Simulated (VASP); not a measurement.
# Sn: phonons with r2SCAN

The system is Sn.

```
Sn
1.0
    -2.93982    2.93982    1.59484
     2.93982   -2.93982    1.59484
     2.93982    2.93982   -1.59484
Sn
2
Direct
  0.00000 0.00000 0.00000
  0.75000 0.25000 0.50000
```

```yaml
Program: VASP 6.6.1
Task: phonons
Functional: r2SCAN
Potentials_or_basis: VASP PAW PBE potentials, release 64 (Sn_d)
Cutoff: 600 eV
k_mesh: 12 × 12 × 12
Occupations: gaussian, width 0.03 eV
Spin: no spin polarisation
By_perturbation_theory: no
Further_INCAR_settings: ALGO = Normal; EDIFF = 1e-08; IBRION = 6; POTIM = 0.015; NSW = 1
```

```
Relaxed volume                         : 27.55 Å³/atom
Relaxed cell                           : a = 4.452 Å, b = 4.452 Å, c = 4.452 Å, α = 97.37°, β = 97.37°, γ = 138.02°
Space group after relaxing (to 0.05 Å) : I4_1/amd (No. 141)
Highest phonon frequency at Γ          : 124 cm⁻¹
```

Final structure:
```xyz
2
Lattice="-2.9392 2.9392 1.5947 2.9392 -2.9392 1.5947 2.9392 2.9392 -1.5947" Properties=species:S:1:pos:R:3 pbc="T T T"
Sn   -2.9392    2.9392    1.5947
Sn    0.0000    2.9392    0.7974
```

Phonon frequencies in cm⁻¹ (negative: imaginary):
```tsv
q point	frequencies
(0.000, 0.000, 0.000)	0 0 0 41 124 124
```

Run time: 79 min on 1 thread of Intel(R) Xeon(R) Platinum 8488C (Sapphire Rapids), with other jobs on the host, peak memory 0.83 GiB.

Caveat: the PAW data sets were made with another functional, which shifts forces and pressure a little.
